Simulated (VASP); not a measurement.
An input for Quantum ESPRESSO's pw.x (written as the equivalent of a VASP run, and not itself run):

```
&CONTROL
  calculation = 'vc-relax'
  pseudo_dir = './pseudo'
  outdir = './out'
  tprnfor = .true.
  tstress = .true.
  nstep = 40
  forc_conv_thr = 0.00078
/
&SYSTEM
  ibrav = 0
  nat = 4
  ntyp = 2
  ecutwfc = 92
  occupations = 'smearing'
  smearing = 'methfessel-paxton'
  degauss = 0.00735
  input_dft = 'pbe'
/
&ELECTRONS
  conv_thr = 7.3e-08
  electron_maxstep = 100
/
&IONS
/
&CELL
  press = 100
/
ATOMIC_SPECIES
  Cu 63.546 Cu.upf
  Au 196.967 Au.upf
CELL_PARAMETERS angstrom
     3.7089311    0.0000000   -0.0000000
     0.0000000    3.7089311    0.0000000
     0.0000000    0.0000000    3.7089311
ATOMIC_POSITIONS crystal
  Cu   0.0000000  0.5000000  0.5000000
  Cu   0.5000000  0.0000000  0.5000000
  Cu   0.5000000  0.5000000  0.0000000
  Au   0.0000000  0.0000000  0.0000000
K_POINTS automatic
  8 8 8 0 0 0
```

### Question
Write the VASP files for the same calculation (PBE).

### Answer
Several could match; the one computed here: 
File KPOINTS:
```
Automatic mesh
0
gamma
  8 8 8
0 0 0
```

File POSCAR:
```
Cu3Au
1.0
  3.7089311202   0.0000000000   0.0000000000
  0.0000000000   3.7089311202   0.0000000000
  0.0000000000   0.0000000000   3.7089311202
Cu Au
3 1
Cart
  0.0000000000   1.8544655601   1.8544655601
  1.8544655601   0.0000000000   1.8544655601
  1.8544655601   1.8544655601   0.0000000000
  0.0000000000   0.0000000000   0.0000000000
```

INCAR:
```
! general
SYSTEM =Cu3Au
PREC   =Accurate
ENCUT  =500
LREAL  =.False.   ! projection in real space or not
LASPH  =.True.

! electronic loop
EDIFF  =1E-6   ! SCF stop (eV)
NELM   =100
ALGO   =Normal
LMAXMIX=6   ! l cut-off of mixed one-centre charges

! smearing
ISMEAR =1
SIGMA  =0.1   ! width (eV)

! functional
GGA    =PE   ! PBE

! ions
IBRION =2
NSW    =40   ! most ionic steps
ISIF   =3   ! ions, shape and volume
EDIFFG =-0.02   ! ionic stop
PSTRESS=100

! output
LWAVE  =.False.
LCHARG =.False.
```

POTCAR, in this order: Cu Au (PBE.64 set). Program: vasp_std.

What does not carry over: the potentials are each code's own (VASP's PAW set, PseudoDojo norm-conserving files in pw.x), so ENCUT and ecutwfc are chosen apart and not converted; conv_thr bounds pw.x's estimated SCF error, while EDIFF bounds the energy change between steps; forc_conv_thr acts on force components and is met together with etot_conv_thr.

The compound is Cu3Au in the L1_2 structure. It was relaxed first under an external pressure of 10 GPa.
